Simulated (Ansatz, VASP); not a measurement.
ZrSnSe3: VASP beside Ansatz

```xyz
5
Lattice="5.2213 0.0000 0.0000 0.0000 5.2213 0.0000 0.0000 0.0000 5.2213" Properties=species:S:1:pos:R:3 pbc="T T T"
Sn    0.0000    0.0000    0.0000
Zr    2.6106    2.6106    2.6106
Se    2.6106    2.6106    0.0000
Se    2.6106    0.0000    2.6106
Se    0.0000    2.6106    2.6106
```

The cell comes from a database or a generator and needn't be the stable form of this composition.

Alike in both runs: task single point; functional PBE; k mesh 4 × 4 × 4; occupations gaussian, width 0.05 eV; no spin polarisation.

|  | VASP | Ansatz |
| --- | --- | --- |
| version | VASP 6.6.1 | Ansatz 0.2.0 |
| potentials or method | VASP PAW PBE potentials, release 64 (Sn_d, Zr_sv, Se) | scalar-relativistic, plane waves, PAW |
| plane-wave cutoff (eV) | 520 | 420 |
| valence electrons in the cell | 44 | 74 |

Ansatz gave:

```
gap on the k mesh at the Fermi level (eV) : 0.03
least direct gap on the mesh (eV)         : 0.23
pressure (GPa)                            : 0.0
```

Question: Which values does VASP return?

Answer: gap on the k mesh at the Fermi level (eV): 0.03; least direct gap on the mesh (eV): 0.22; pressure (GPa): 0.1.

The functional is the same, so the differences come from potentials, cutoffs and numerics. The two sets of potentials don't hold the same shells in valence.

Caveats: spin-orbit coupling is left out, which moves the levels of the heavy elements. A k mesh can miss the band edges.
